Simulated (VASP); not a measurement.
A run of VASP 6.6.1:

The input INCAR:

```
SYSTEM = TeS2
ALGO     = Normal         ! electronic algorithm
EDIFF    = 1E-7           ! SCF threshold, eV
ENCUT    = 520            ! plane-wave cutoff, eV
GGA      = PE             ! functional
ISIF     = 2              ! what is computed and relaxed
ISMEAR   = -1             ! smearing method
LASPH    = .True.         ! aspherical terms in the spheres
LCHARG   = .False.        ! write CHGCAR
LREAL    = .False.        ! projectors in reciprocal space
LWAVE    = .False.        ! write WAVECAR
NBANDS   = 16             ! bands
NELM     = 80             ! most SCF steps
PREC     = Accurate       ! precision mode
SIGMA    = 0.05           ! smearing width, eV
```

Contents of KPOINTS:

```
k-points
0
Gamma
  7 7 7
  0 0 0
```

Contents of POSCAR:

```
TeS2
1.0
    0.0000000000      3.2771500000      3.2771500000
    3.2771500000      0.0000000000      3.2771500000
    3.2771500000      3.2771500000      0.0000000000
Te S
1 2
Direct
    0.0000000000      0.0000000000      0.0000000000
    0.7500000000      0.7500000000      0.7500000000
    0.2500000000      0.2500000000      0.2500000000
```

Potentials or basis: VASP PAW PBE potentials, release 64 (Te, S).

Launch:

```console
$ cat potpaw_PBE.64/Te/POTCAR potpaw_PBE.64/S/POTCAR > POTCAR
$ mpirun -np 1 vasp_std > vasp.out
```

Hardware: 1 thread of Intel(R) Xeon(R) Platinum 8559C (Emerald Rapids), with other jobs on the host.

Task: Estimate the wall time of this run.

Result: Wall time 25 s on 1 thread of Intel(R) Xeon(R) Platinum 8559C (Emerald Rapids), with other jobs on the host, peak memory 0.2 GiB. Counts: scf iterations 16, k points 20.
